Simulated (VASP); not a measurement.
An input for Ansatz (written as the equivalent of a VASP run, and not itself run):

Ansatz 0.2 input:
```yaml
crystal:
  lattice:
    - [4.9517990, 0.0000000, 0.0000000]
    - [0.0000000, 4.9517990, 0.0000000]
    - [0.0000000, 0.0000000, 4.9517990]
  atoms:
    - { symbol: Si, position: [0.5000000, 0.5000000, 0.5000000] }
    - { symbol: Si, position: [0.0000000, 0.0000000, 0.0000000] }
    - { symbol: Mo, position: [0.0000000, 0.5000000, 0.2500000] }
    - { symbol: Mo, position: [0.0000000, 0.5000000, 0.7500000] }
    - { symbol: Mo, position: [0.2500000, 0.0000000, 0.5000000] }
    - { symbol: Mo, position: [0.7500000, 0.0000000, 0.5000000] }
    - { symbol: Mo, position: [0.5000000, 0.2500000, 0.0000000] }
    - { symbol: Mo, position: [0.5000000, 0.7500000, 0.0000000] }
kpoints:
  mp_grid: { grid: [6, 6, 6], shift: [0.5, 0.5, 0.5] }
hamiltonian:
  xc: lda
  pseudopotentials: { kind: paw }
scf:
  occupations: { method: gaussian, width: 0.272 }
  max_iter: 100
output: { forces: true, stress: true, eigenvalues: true }
```

Task: Write the VASP files for the same calculation (LDA).

Result: This is not unique; one that fits is 
### POSCAR
```
SiMo3
4.9517990
  1.0000000000   0.0000000000   0.0000000000
  0.0000000000   1.0000000000   0.0000000000
  0.0000000000   0.0000000000   1.0000000000
Si Mo
2 6
direct
  0.5000000000   0.5000000000   0.5000000000
  0.0000000000   0.0000000000   0.0000000000
  0.0000000000   0.5000000000   0.2500000000
  0.0000000000   0.5000000000   0.7500000000
  0.2500000000   0.0000000000   0.5000000000
  0.7500000000   0.0000000000   0.5000000000
  0.5000000000   0.2500000000   0.0000000000
  0.5000000000   0.7500000000   0.0000000000
```

KPOINTS:
```
Automatic mesh
0
Gamma
6 6 6
0.5 0.5 0.5
```

**INCAR**
```
! general
SYSTEM   =  SiMo3
PREC     =  Accurate
ENCUT    =  240
LREAL    =  .FALSE.
LASPH    =  .TRUE.

! electronic loop
EDIFF    =  1E-6
NELM     =  100
ALGO     =  Normal
LMAXMIX  =  4

! smearing
ISMEAR   =  0
SIGMA    =  0.272

! ions
ISIF     =  2

! output
LWAVE    =  .FALSE.
LCHARG   =  .FALSE.
```

POTCAR, in this order: Si Mo_sv (LDA.64 set). Program: vasp_std.

What does not carry over: each code has its own PAW files, so the cut-off isn't converted (ENCUT is set for VASP's; basis.ecutwfc is left out, and Ansatz then takes the one that its files recommend); Ansatz stops its SCF on the density residual and VASP on the energy change (EDIFF); Ansatz's lda is the Perdew-Wang form, while the LDA potentials of VASP carry Perdew-Zunger's.

The structure comes from a computed database's SiMo3 entry; how it stands against other phases isn't given here. The cell was not relaxed at this level. The run is one of a series of settings (ENCUT = 240, GGA removed, KPOINTS 6×6×6 Γ-centred mesh shifted by (0.5, 0.5, 0.5), POTCAR Si Mo_sv (LDA.64 set) against the base run), some of them coarse on purpose.
